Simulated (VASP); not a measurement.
Co:

```xyz
2
Lattice="2.4527 0.0000 0.0000 -1.2263 2.1241 0.0000 0.0000 0.0000 3.9607" Properties=species:S:1:pos:R:3 pbc="T T T"
Co    0.0000    1.4161    0.9902
Co    1.2263    0.7080    2.9706
```

Base run:

```yaml
Program: VASP 6.6.1
Functional: PBEsol
Potentials_or_basis: VASP PAW PBE potentials, release 64 (Co)
Cutoff: 900 eV
k_mesh: 21 × 21 × 10
Occupations: gaussian, width 0.1 eV
Spin: collinear spin, ferromagnetic start
Starting_moments: "[2.0, 2.0] μB"
```

Its results: band gap on the k mesh none (metal or under the smearing width); pressure 0.1 GPa; net moment 3.10 μB per cell; site moments Co +1.56 μB.

Task: After a change of settings the same cell gave: band gap on the k mesh none (metal or under the smearing width); pressure 0.3 GPa; net moment 2.93 μB per cell; site moments Co +1.47 μB. Which change was it?
A. cutoff from 900 eV to 700 eV
B. cutoff from 900 eV to 520 eV; k mesh from 21 × 21 × 10 to 30 × 30 × 16
C. functional from PBEsol to r2SCAN; cutoff from 900 eV to 520 eV
D. cutoff from 900 eV to 520 eV; occupations from gaussian, width 0.1 eV to gaussian, width 0.5 eV

Result: D.

Caveats: the PAW data sets were made with another functional, which shifts forces and pressure a little.

Not every run made on this cell is shown here.
